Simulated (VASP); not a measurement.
Given:

```yaml
crystal:
  lattice:
    - [-2.39986, 2.39986, 2.39986]
    - [2.39986, -2.39986, 2.39986]
    - [2.39986, 2.39986, -2.39986]
  atoms:
    - { symbol: Sr, position: [0.00000, 0.00000, 0.00000] }
```

These are r2SCAN meta-GGA, VASP's PBE PAW potentials (set 64) (plane waves; VASP) values and carry that method's errors. Numerical set-up: 400 eV cut-off, 12×12×12 Γ-centred mesh, tetrahedra with Blöchl corrections, potentials Sr_sv.

Question: Give the energies of bands 5 to 8 at the high-symmetry points, in eV from the Fermi level.

Answer: 
| band | Γ | H | N | P |
|---|---|---|---|---|
| 5 | -3.85 | -0.13 | -0.98 | 0.35 |
| 6 | 2.71 | -0.13 | 0.10 | 0.35 |
| 7 | 2.71 | 3.83 | 1.44 | 0.35 |
| 8 | 2.71 | 3.83 | 3.91 | 3.51 |

It has no gap at this level: it comes out as a metal or semimetal.

The structure was generated: Sr was put into the bcc type (Im-3m), which need not be its known phase. It was relaxed first.
